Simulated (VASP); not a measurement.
The system is Ba2ScNbO6.

```
CELL_PARAMETERS angstrom
0.00000 4.14417 4.14417
4.14417 0.00000 4.14417
4.14417 4.14417 0.00000
ATOMIC_POSITIONS crystal
Ba 0.25000 0.25000 0.25000
Ba 0.75000 0.75000 0.75000
Sc 0.50000 0.50000 0.50000
Nb 0.00000 0.00000 0.00000
O 0.75618 0.24382 0.24382
O 0.24382 0.75618 0.75618
O 0.24382 0.75618 0.24382
O 0.75618 0.24382 0.75618
O 0.24382 0.24382 0.75618
O 0.75618 0.75618 0.24382
```

The cell comes from a database or a generator and needn't be the stable form of this composition.

```yaml
Program: VASP 6.6.1
Task: relaxation of cell and atoms
Functional: r2SCAN
Potentials_or_basis: VASP PAW PBE potentials, release 64 (Ba_sv, Sc_sv, Nb_sv, O)
Cutoff: 600 eV
k_mesh: 6 × 6 × 6
Occupations: gaussian, width 0.03 eV
Spin: no spin polarisation
```

At the start: pressure -2.1 GPa; volume 14.23 Å³/atom.

Problem. How do energy, volume and symmetry change on relaxing?

Solution. Over 6 steps the energy falls by 2.6 meV/atom and the volume is 14.09 Å³/atom (-1.0 %); space group Fm-3m (No. 225, to 0.05 Å).

The path:
```
step  energy change (eV)  largest force (eV/Å)  pressure (GPa)  volume (Å³)
   1              0.0000                0.4717           -2.14       142.35
   2              0.0203                0.5625            3.69       138.46
   3             -0.0256                0.0494            0.25       140.65
   4             -0.0256                0.0406            0.30       140.62
   5             -0.0260                0.0238           -0.05       141.00
   6             -0.0261                0.0071            0.02       140.90
```

Final structure:
```cif
data_structure
_symmetry_space_group_name_H-M 'P 1'
_symmetry_Int_Tables_number 1
_cell_length_a 5.8409
_cell_length_b 5.8409
_cell_length_c 5.8409
_cell_angle_alpha 60.000
_cell_angle_beta 60.000
_cell_angle_gamma 60.000
_cell_volume 140.90
loop_
_atom_site_label
_atom_site_type_symbol
_atom_site_fract_x
_atom_site_fract_y
_atom_site_fract_z
_atom_site_occupancy
Ba1 Ba 0.25000 0.25000 0.25000 1
Ba2 Ba 0.75000 0.75000 0.75000 1
Sc1 Sc 0.50000 0.50000 0.50000 1
Nb1 Nb 0.00000 0.00000 0.00000 1
O1 O 0.75758 0.24242 0.24242 1
O2 O 0.24242 0.75758 0.75758 1
O3 O 0.24242 0.75758 0.24242 1
O4 O 0.75758 0.24242 0.75758 1
O5 O 0.24242 0.24242 0.75758 1
O6 O 0.75758 0.75758 0.24242 1
```

Caveat: the PAW data sets were made with another functional, which shifts forces and pressure a little.
